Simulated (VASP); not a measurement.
```
CELL_PARAMETERS angstrom
      0.00000     2.30888     2.30888
      2.30888     0.00000     2.30888
      2.30888     2.30888     0.00000
ATOMIC_POSITIONS crystal
  Zr 0.00000 0.00000 0.00000
  C  0.50000 0.50000 0.50000
```

Calculation: PBE GGA, VASP's PBE PAW potentials (set 64) (plane waves; VASP). Numerical set-up: 400 eV cut-off, 10×10×10 Γ-centred mesh, Gaussian smearing of 0.20 eV, potentials Zr_sv C.

Task: Give the energies of bands 6 to 11 at the high-symmetry points, in eV from the Fermi level.

Result: 
```csv
band,Γ,X,U,L,W
6,0.94,-1.97,-3.15,-5.52,-2.78
7,0.94,-1.94,-2.26,-3.12,-2.37
8,0.94,0.11,-1.65,-3.12,-2.37
9,1.10,0.11,1.54,4.78,3.43
10,1.10,4.73,5.19,4.78,3.43
11,1.10,6.05,5.72,5.67,6.06
```

It has no gap at this level: it comes out as a metal or semimetal.

The structure is a typed ZrC crystal (Fm-3m). The cell was not relaxed at this level.
